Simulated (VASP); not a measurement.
# Band gap of Cs2AgBiBr6 at several levels of theory, part 4 of 4

How does the band gap of Cs2AgBiBr6 depend on the functional? The starting structure is a cell with measured lattice constants from the literature and the atomic positions of a computed structure of the Materials Project. The atoms were first relaxed with LDA in that cell, in a run that isn't shown, and the relaxed structure is the one below. Meshes and data sets differ where the inputs say so.

VASP 6.6.1.

Results so far: LDA 1.065 eV; PBE 1.213 eV; r2SCAN 1.574 eV; LDA+U (Ag d 5 eV) 1.454 eV; r2SCAN+U (Ag d 2.5 eV) 1.810 eV; LDA + spin-orbit coupling 0.917 eV; r2SCAN + spin-orbit coupling 1.367 eV.

## Step 10: Bands with TB-mBJ + spin-orbit coupling

Level of this step: TB-mBJ, spin-orbit coupling; plane waves and PAW (Bi_d, Cs_sv, Ag, Br) (VASP).

INCAR

```
SYSTEM = Cs2AgBiBr6
PREC = Accurate
ENCUT = 350
EDIFF = 1E-06
NELM = 150
ISMEAR = 0
SIGMA = 0.03
LREAL = .FALSE.
ALGO = Normal
METAGGA = MBJ
LASPH = .TRUE.
LNONCOLLINEAR = .TRUE.
MAGMOM = 0 0 0 0 0 0 0 0 0 0 0 0 0 0 0 0 0 0 0 0 0 0 0 0 0 0 0 0 0 0
NBANDS = 106
GGA_COMPAT = .FALSE.
LSORBIT = .TRUE.
LMAXMIX = 4
LORBIT = 11
LWAVE = .FALSE.
LCHARG = .FALSE.
KPAR = 8
NCORE = 2
```

POSCAR

```
Cs2AgBiBr6
1.0
    0.0000000000      5.6333000000      5.6333000000
    5.6333000000      0.0000000000      5.6333000000
    5.6333000000      5.6333000000      0.0000000000
Bi Cs Ag Br
1 2 1 6
Direct
    0.0000000000      0.0000000000      0.0000000000
    0.2500000000      0.2500000000      0.2500000000
    0.7500000000      0.7500000000      0.7500000000
    0.5000000000      0.5000000000      0.5000000000
    0.7461344694      0.7461344694      0.2538655306
    0.7461344694      0.2538655306      0.7461344694
    0.2538655306      0.7461344694      0.2538655306
    0.2538655306      0.7461344694      0.7461344694
    0.2538655306      0.2538655306      0.7461344694
    0.7461344694      0.2538655306      0.2538655306
```

KPOINTS

```
Automatic mesh
0
Gamma
4 4 4
0 0 0
```

KPOINTS_OPT

```
Line mode
8
Line-mode
Reciprocal
  0.00000000   0.00000000   0.00000000 GAMMA
  0.50000000   0.00000000   0.50000000 X

  0.50000000   0.00000000   0.50000000 X
  0.50000000   0.25000000   0.75000000 W

  0.50000000   0.25000000   0.75000000 W
  0.37500000   0.37500000   0.75000000 K

  0.37500000   0.37500000   0.75000000 K
  0.00000000   0.00000000   0.00000000 GAMMA

  0.00000000   0.00000000   0.00000000 GAMMA
  0.50000000   0.50000000   0.50000000 L

  0.50000000   0.50000000   0.50000000 L
  0.62500000   0.25000000   0.62500000 U

  0.62500000   0.25000000   0.62500000 U
  0.50000000   0.25000000   0.75000000 W

  0.50000000   0.25000000   0.75000000 W
  0.50000000   0.50000000   0.50000000 L

  0.50000000   0.50000000   0.50000000 L
  0.37500000   0.37500000   0.75000000 K

  0.62500000   0.25000000   0.62500000 U
  0.50000000   0.00000000   0.50000000 X
```

PAW data sets: Bi_d, Cs_sv, Ag and Br (PBE family, release 64).

On the command line:

```
$ mpirun -np 16 vasp_ncl
```

What it wrote:

```text
[... set-up lines as in an earlier step ...]
 entering main loop
       N       E                     dE             d eps       ncg     rms          rms(c)
DAV:   1     0.363257433240E+04    0.36326E+04   -0.30079E+04  1792   0.106E+03
DAV:   2     0.305844657637E+04   -0.57413E+03   -0.55570E+03  2080   0.265E+02
DAV:   3     0.299148579180E+04   -0.66961E+02   -0.66315E+02  2024   0.113E+02
DAV:   4     0.298903202348E+04   -0.24538E+01   -0.24447E+01  2064   0.268E+01
[...]
DAV:   8     0.298781458033E+04    0.54393E+00   -0.64488E-01  1876   0.484E+00    0.263E+01
DAV:   9     0.299107102055E+04    0.32564E+01   -0.90164E+00  1868   0.256E+01    0.240E+01
DAV:  10     0.299131622175E+04    0.24520E+00   -0.21009E+00  1936   0.539E+00    0.238E+01
[... 130 further cycles ...]
DAV: 141     0.299046189987E+04   -0.77805E+01   -0.22761E+01  1704   0.223E+01    0.196E+02
DAV: 142     0.299473364808E+04    0.42717E+01   -0.53202E+00  1914   0.101E+01    0.130E+02
DAV: 143     0.299700989949E+04    0.22763E+01   -0.52248E+00  1704   0.104E+01    0.761E+01
[...]
DAV: 150     0.298177330583E+04   -0.17001E+02   -0.27501E+01  1704   0.270E+01
 [... a notice as in an earlier step ...]

   1 F= 0.29817733E+04 E0= 0.29817733E+04  d E =-.244555E-15  mag=     0.0000    -0.0000     0.0000
 Start KPOINTS_OPT (optional k-point list driver)
k-point batch [1-8\80]
       N       E                     dE             ncg
DAV:   1     0.372246860307E+04   -0.72508E+03     1832
DAV:   2    -0.302797511803E+04   -0.67504E+04     2536
DAV:   3    -0.390776016091E+04   -0.87979E+03     1960
DAV:   4    -0.395955517958E+04   -0.51795E+02     2648
[...]
DAV:  10    -0.396247610895E+04   -0.62844E-04     1944
DAV:  11    -0.396247611299E+04   -0.40354E-05     1716
DAV:  12    -0.396247611314E+04   -0.14667E-06     1272
[...]
k-point batch [73-80\80]
       N       E                     dE             ncg
DAV:   1     0.371690559748E+04   -0.62085E+04     1816
DAV:   2    -0.304474141163E+04   -0.67616E+04     2496
DAV:   3    -0.391505690233E+04   -0.87032E+03     1976
DAV:   4    -0.396703196166E+04   -0.51975E+02     2608
[...]
DAV:  10    -0.397037650051E+04   -0.95468E-04     2036
DAV:  11    -0.397037650799E+04   -0.74879E-05     1656
DAV:  12    -0.397037650813E+04   -0.13845E-06     1288
```

Run time: 21 min. Hardware: 16 MPI ranks of Intel Xeon 6975P-C (Granite Rapids), shared host; peak memory 13 GiB.

OUTCAR, selected parts (step 10):

```text
  Total       91.3021052     91.3021052     91.3021052     -0.0000000      0.0000000     -0.0000000
  in kB      409.1407510    409.1407510    409.1407510     -0.0000000      0.0000000     -0.0000000
  external PRESSURE =     409.1407510 kB  Pullay stress =       0.0000000 kB

 POSITION                                       TOTAL-FORCE (eV/Angst)
 -----------------------------------------------------------------------------------
      0.00000      0.00000      0.00000         0.000000      0.000000     -0.000000
      2.81665      2.81665      2.81665         0.000000      0.000000      0.000000
      8.44995      8.44995      8.44995        -0.000000      0.000000     -0.000000
      5.63330      5.63330      5.63330        -0.000000      0.000000     -0.000000
      5.63330      5.63330      8.40640         0.000000      0.000000     32.615446
      5.63330      8.40640      5.63330         0.000000     32.615446      0.000000
      5.63330      2.86020      5.63330         0.000000    -32.615446      0.000000
      8.40640      5.63330      5.63330        32.615446      0.000000      0.000000
      5.63330      5.63330      2.86020         0.000000      0.000000    -32.615446
      2.86020      5.63330      5.63330       -32.615446      0.000000      0.000000
 -----------------------------------------------------------------------------------
    total drift:                               -0.000000     -0.000000     -0.000000

  FREE ENERGIE OF THE ION-ELECTRON SYSTEM (eV)
  ---------------------------------------------------
  free  energy   TOTEN  =      2981.7733058293 eV

  energy  without entropy=     2981.7733058293  energy(sigma->0) =     2981.77330583

 magnetization (x)
# of ion       s       p       d       tot
------------------------------------------
    1       -0.000  -0.000  -0.000  -0.000
    2        0.000   0.000  -0.000  -0.000
    3       -0.000   0.000  -0.000  -0.000
    4        0.000   0.000  -0.000  -0.000
    5        0.000   0.000   0.000   0.000
    6        0.000   0.000   0.000   0.000
    7        0.000   0.000   0.000   0.000
    8        0.000   0.000   0.000   0.000
    9       -0.000   0.000  -0.000   0.000
   10        0.000  -0.000   0.000  -0.000
--------------------------------------------------
tot          0.000   0.000   0.000   0.000

 magnetization (y)
# of ion       s       p       d       tot
------------------------------------------
    1       -0.000   0.000   0.000  -0.000
    2       -0.000   0.000   0.000   0.000
    3       -0.000   0.000   0.000   0.000
    4        0.000   0.000   0.000   0.000
    5        0.000  -0.000   0.000   0.000
    6        0.000   0.000   0.000   0.000
    7        0.000  -0.000   0.000  -0.000
    8        0.000   0.000  -0.000   0.000
    9        0.000  -0.000   0.000  -0.000
   10        0.000  -0.000  -0.000   0.000
--------------------------------------------------
tot          0.000  -0.000  -0.000   0.000

 magnetization (z)
# of ion       s       p       d       tot
------------------------------------------
    1        0.000  -0.000   0.000   0.000
    2        0.000  -0.000   0.000   0.000
    3       -0.000  -0.000  -0.000  -0.000
    4       -0.000  -0.000  -0.000  -0.000
    5        0.000  -0.000   0.000  -0.000
    6        0.000   0.000   0.000   0.000
    7        0.000   0.000   0.000   0.000
    8        0.000   0.000   0.000   0.000
    9        0.000  -0.000   0.000  -0.000
   10       -0.000   0.000   0.000  -0.000
--------------------------------------------------
tot          0.000   0.000   0.000   0.000

[... 2 parts as in an earlier step ...]

[... 1 further part left out ...]
[key lines of the parts left out:]
E-fermi :   4.5517
```

The log as kept lacks single lines of electronic cycles.

The electronic loop didn't reach EDIFF within its 150 cycles (NELM).

## Step 11: All runs side by side

```csv
level,ended,gap (eV),least direct gap (eV),mesh,core minutes
LDA,converged,1.065,2.154,4×4×4,16.5
PBE,converged,1.213,2.283,4×4×4,18.9
r2SCAN,converged,1.574,2.648,4×4×4,37.1
TB-mBJ,not converged,-,-,4×4×4,141.0
LDA+U (Ag d 5 eV),converged,1.454,2.41,4×4×4,14.1
r2SCAN+U (Ag d 2.5 eV),converged,1.81,2.838,4×4×4,36.0
LDA + spin-orbit coupling,converged,0.917,1.643,4×4×4,53.9
r2SCAN + spin-orbit coupling,converged,1.367,1.99,4×4×4,183.0
TB-mBJ + spin-orbit coupling,not converged,-,-,4×4×4,341.0
```

Core minutes are wall time times ranks of the run shown, on a shared host.

## Step 12: Results

| Property | Result |
| --- | --- |
| gap, LDA | 1.065 eV |
| gap, PBE | 1.213 eV |
| gap, r2SCAN | 1.574 eV |
| gap, LDA+U (Ag d 5 eV) | 1.454 eV |
| gap, r2SCAN+U (Ag d 2.5 eV) | 1.810 eV |
| gap, LDA + spin-orbit coupling | 0.917 eV |
| gap, r2SCAN + spin-orbit coupling | 1.367 eV |

Without spin-orbit coupling the gap of Cs2AgBiBr6 runs from 1.065 eV (LDA) to 1.810 eV (r2SCAN+U (Ag d 2.5 eV)). Spin-orbit coupling changes the LDA gap by -0.148 eV. Spin-orbit coupling changes the r2SCAN gap by -0.207 eV. These are gaps between Kohn-Sham or generalised Kohn-Sham levels of a static lattice, without excitons or temperature. No result to use came from TB-mBJ and TB-mBJ + spin-orbit coupling. Further runs on this material are not shown.

[Lines on the potential files, build, host, timing and source positions are cut from VASP's logs without a mark.]

[Logs are printed without paths, hosts, clocks, repeated set-up lines and the standing remarks that a program may print on its own settings, such as how far it seeks lower states.]

[Hosts, paths, dates, database ids (printed as entryN), source tags and the programs' standing remarks are cut or masked in the printed files.]
